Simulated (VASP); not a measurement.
OSZICAR of a VASP run on CdF2 (fluorite):

**OSZICAR**
```
       N       E                     dE             d eps       ncg     rms          rms(c)
DAV:   1     0.221888972838E+03    0.22189E+03   -0.17432E+04   688   0.180E+03
DAV:   2    -0.385250714167E+01   -0.22574E+03   -0.21688E+03   708   0.412E+02
DAV:   3    -0.142003154614E+02   -0.10348E+02   -0.10320E+02   782   0.988E+01
DAV:   4    -0.142547785969E+02   -0.54463E-01   -0.54452E-01   750   0.718E+00
DAV:   5    -0.142549645180E+02   -0.18592E-03   -0.18592E-03   748   0.381E-01    0.110E+01
DAV:   6    -0.127681551291E+02    0.14868E+01   -0.45187E+00   918   0.407E+01    0.836E+00
DAV:   7    -0.127722112617E+02   -0.40561E-02   -0.64565E-01   683   0.898E+00    0.483E+00
DAV:   8    -0.127485249598E+02    0.23686E-01   -0.13708E-01   704   0.384E+00    0.668E-01
DAV:   9    -0.127407536581E+02    0.77713E-02   -0.31522E-02   869   0.243E+00    0.875E-02
DAV:  10    -0.127410012703E+02   -0.24761E-03   -0.25382E-03   686   0.575E-01    0.589E-02
DAV:  11    -0.127410163538E+02   -0.15083E-04   -0.73049E-05   720   0.157E-01    0.345E-02
DAV:  12    -0.127410130633E+02    0.32906E-05   -0.29852E-05   744   0.620E-02    0.959E-03
DAV:  13    -0.127410132992E+02   -0.23597E-06   -0.17368E-06   649   0.163E-02
   1 F= -.12741013E+02 E0= -.12741013E+02  d E =-.127410E+02
```

Question: Which electronic solver shows in the log?

Answer: It is blocked Davidson (ALGO = Normal, or the opening steps of other solvers). The INCAR had ALGO = Normal.

Question: Can the final energy be trusted as converged?

Answer: The run converged. It stopped with EDIFF = 1E-6, NELM = 100, NSW = 40 and EDIFFG = -0.02 after 1 ionic step (LDA (Ceperley-Alder, Perdew-Zunger), plane waves, VASP's LDA PAW potentials (set 64)).

The compound is CdF2 in the fluorite structure. It was relaxed first.
